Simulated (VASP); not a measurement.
```
CELL_PARAMETERS angstrom
     -1.91507     1.91507     2.93494
      1.91507    -1.91507     2.93494
      1.91507     1.91507    -2.93494
ATOMIC_POSITIONS crystal
  Sn 0.00876 0.00876 0.00000
  P  0.56324 0.56324 0.00000
```

Computed with PBEsol GGA, VASP's PBE PAW potentials (set 64) (plane waves; VASP 6.6.1). Numerical set-up: 400 eV cut-off, 15×15×15 Γ-centred mesh, tetrahedra with Blöchl corrections, potentials Sn_d P.

Unless said otherwise, spin-orbit coupling is left out, though it shifts the bands of the heavy elements here.

Problem. Estimate the energy per atom (σ→0), band gap (on the k-mesh) with the smallest direct gap where there is one.

Solution. 
- band gap (on the k-mesh): none (metal, semimetal or under 0.01 eV)
- energy per atom (σ→0): -5.062 eV/atom

The structure comes from a computed database's SnP entry (I4mm); how it stands against other phases isn't given here. It was relaxed first. The electron count is odd and the run is not spin-polarised, which forces a metal.
